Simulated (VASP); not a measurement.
# Ni3Se (P6_3/mmc) in VASP: reference runs, part 2 of 2

VASP 6.6.1.

## (3) Single point, PBE, collinear spin, ferromagnetic start (atoms moved at random, drawn with an rms of 0.05 Å)

File INCAR:

```
ALGO = Normal
EDIFF = 1E-7
ENCUT = 520
GGA = PE
ISIF = 2
ISMEAR = -1
ISPIN = 2
LASPH = T
LCHARG = F
LMAXMIX = 4
LORBIT = 11
LREAL = F
LWAVE = F
MAGMOM = 0 0 1 1 1 1 1 1
NBANDS = 50
NELM = 100
PREC = Accurate
SIGMA = 0.05
```

File KPOINTS:

```
k-points
0
Gamma
  6 6 7
```

File POSCAR:

```
Ni3Se
1.0
    5.1525541479      0.0000000000      0.0000000000
   -2.5762770740      4.4622427865      0.0000000000
    0.0000000000      0.0000000000      4.1834370000
Se Ni
2 6
Direct
    0.3296940000      0.6773380000      0.7453940000
    0.6579120000      0.3214810000      0.2539730000
    0.1795110000      0.3368170000      0.2555190000
    0.1578440000      0.8396140000      0.2451310000
    0.6687930000      0.8267260000      0.2541500000
    0.8301860000      0.6724280000      0.7609070000
    0.8276420000      0.1571700000      0.7426850000
    0.3293400000      0.1677340000      0.7541160000
```

Potentials or basis: VASP PAW PBE potentials, release 64 (Se, Ni).

Command:

```sh
$ cat potpaw_PBE.64/Se/POTCAR potpaw_PBE.64/Ni/POTCAR > POTCAR
$ mpirun -np 1 vasp_std > vasp.out
```

OUTCAR:

```text
EDIFF = 1E-7
   ENCUT = 520
   GGA = PE
   ISIF = 2
   ISMEAR = -1
   ISPIN = 2
   LASPH = T
   LORBIT = 11
   LREAL = F
   NELM = 100
   PREC = Accurate

 ion  position               nearest neighbor table
   1  0.330  0.677  0.745-   7 2.52   8 2.53   3 2.55   5 2.55   6 2.56   4 2.57   4 2.57   6 2.59
                             5 2.61   3 2.62   8 2.63   7 2.63
   2  0.658  0.321  0.254-   3 2.51   7 2.53   4 2.53   8 2.55   8 2.56   5 2.58   5 2.58   6 2.59
                             7 2.61   4 2.62   6 2.64   3 2.65
   3  0.180  0.337  0.256-   2 2.51   4 2.51   5 2.52   8 2.53   8 2.54   1 2.55   7 2.57   1 2.62
                             5 2.63   4 2.65   2 2.65   7 2.66
   4  0.158  0.840  0.245-   5 2.49   6 2.50   3 2.51   8 2.52   2 2.53   1 2.57   1 2.57   8 2.58
                             6 2.61   2 2.62   3 2.65   5 2.67
   5  0.669  0.827  0.254-   4 2.49   6 2.50   7 2.52   3 2.52   6 2.55   1 2.55   2 2.58   2 2.58
                             7 2.60   1 2.61   3 2.63   4 2.67
   6  0.830  0.672  0.761-   4 2.50   5 2.50   7 2.51   5 2.55   1 2.56   8 2.56   2 2.59   8 2.59
                             1 2.59   4 2.61   2 2.64   7 2.65
   7  0.828  0.157  0.743-   6 2.51   1 2.52   5 2.52   2 2.53   8 2.56   3 2.57   8 2.60   5 2.60
                             2 2.61   1 2.63   6 2.65   3 2.66
[... 2693 lines left out ...]
      direct lattice vectors                 reciprocal lattice vectors
     5.152554148  0.000000000  0.000000000     0.194078504  0.112051276  0.000000000
    -2.576277074  4.462242787  0.000000000     0.000000000  0.224102553  0.000000000
     0.000000000  0.000000000  4.183437000     0.000000000  0.000000000  0.239037901

 POSITION                                       TOTAL-FORCE (eV/Angst)
 -----------------------------------------------------------------------------------
     -0.04624      3.02245      3.11831        -0.016050     -0.203870      0.046550
      2.56170      1.43453      1.06248         0.102872      0.126388     -0.054219
      0.05721      1.50296      1.06895        -0.359440     -0.172094     -0.104344
     -1.34978      3.74656      1.02549         0.131211     -0.104962      0.212301
      1.31612      3.68905      1.06322         0.020351      0.322742     -0.045687
      2.54522      3.00054      3.18321         0.126558     -0.041217     -0.181010
      3.85956      0.70133      3.10698         0.166967      0.141449      0.183238
      1.26481      0.74847      3.15480        -0.172469     -0.068435     -0.056829
 -----------------------------------------------------------------------------------
    total drift:                                0.000209      0.000100      0.000049

  FREE ENERGIE OF THE ION-ELECTRON SYSTEM (eV)
  ---------------------------------------------------
  free  energy   TOTEN  =       -39.0333190697 eV

  energy  without entropy=      -38.9400589013  energy(sigma->0) =      -38.98668899

 total charge

# of ion       s       p       d       tot
------------------------------------------
    1        1.473   2.156   0.152   3.780
    2        1.472   2.157   0.152   3.781
    3        0.413   0.416   8.465   9.294
    4        0.420   0.425   8.464   9.310
    5        0.419   0.426   8.464   9.309
    6        0.418   0.419   8.461   9.299
    7        0.413   0.415   8.464   9.291
    8        0.418   0.431   8.468   9.317
--------------------------------------------------
tot          5.446   6.844  51.091  63.381

 magnetization (x)

# of ion       s       p       d       tot
------------------------------------------
    1        0.002   0.024  -0.003   0.024
    2        0.002   0.025  -0.003   0.024
    3       -0.002  -0.002   0.206   0.202
    4       -0.002  -0.003   0.217   0.212
    5       -0.002  -0.003   0.227   0.222
    6       -0.002  -0.003   0.231   0.226
    7       -0.002  -0.002   0.206   0.202
    8       -0.002  -0.003   0.199   0.194
--------------------------------------------------
tot         -0.009   0.034   1.280   1.305
```

OSZICAR:

```text
N       E                     dE             d eps       ncg     rms          rms(c)
DAV:   1     0.570519923371E+03    0.57052E+03   -0.31321E+04 25600   0.191E+03
DAV:   2     0.163079372144E+02   -0.55421E+03   -0.52804E+03 25600   0.399E+02
[... 14 lines left out ...]
DAV:  17    -0.390333146333E+02   -0.40248E-04   -0.50956E-04 30650   0.213E-01    0.462E-02
DAV:  18    -0.390333208748E+02   -0.62415E-05   -0.63086E-05 30970   0.733E-02    0.265E-02
DAV:  19    -0.390333202697E+02    0.60517E-06   -0.13032E-05 34548   0.326E-02    0.135E-02
DAV:  20    -0.390333193028E+02    0.96686E-06   -0.41678E-06 30994   0.190E-02    0.502E-03
DAV:  21    -0.390333190626E+02    0.24017E-06   -0.93699E-07 21240   0.785E-03    0.258E-03
DAV:  22    -0.390333190697E+02   -0.70586E-08   -0.16488E-07 13216   0.394E-03
   1 F= -.39033319E+02 E0= -.38986689E+02  d E =-.932602E-01  mag=     1.2864
```

stdout:

```text
POSCAR found type information on POSCAR SeNi
 POSCAR found :  2 types and       8 ions
 scaLAPACK will be used
 LDA part: xc-table for (Slater+PW92), standard interpolation
 POSCAR, INCAR and KPOINTS ok, starting setup
 FFT: planning ... GRIDC
 FFT: planning ... GRID_SOFT
 FFT: planning ... GRID
 WAVECAR not read
 entering main loop
```

Run time: 41 min. Hardware: 1 thread of Intel Xeon Platinum 8488C (Sapphire Rapids), shared host; peak memory 0.86 GiB.

Results:

| Property | Result |
| --- | --- |
| Free energy | -39.0333 eV |
| Pressure | 2.8 GPa |
| Largest force | 0.412 eV/Å |
| Band gap on the k mesh | none (metal or under the smearing width) |
| Net moment | 1.29 μB per cell |
| Site moments | Se +0.02; Ni +0.20, +0.21, +0.22, +0.23, +0.19 μB |
| Valence electrons inside the program's atomic spheres | Se 3.78; Ni 9.29, 9.31, 9.30, 9.32 |

Forces on the atoms (eV/Å):
```
Se  -0.016 -0.204  0.047
Se   0.103  0.126 -0.054
Ni  -0.359 -0.172 -0.104
Ni   0.131 -0.105  0.212
Ni   0.020  0.323 -0.046
Ni   0.127 -0.041 -0.181
Ni   0.167  0.141  0.183
Ni  -0.172 -0.068 -0.057
```
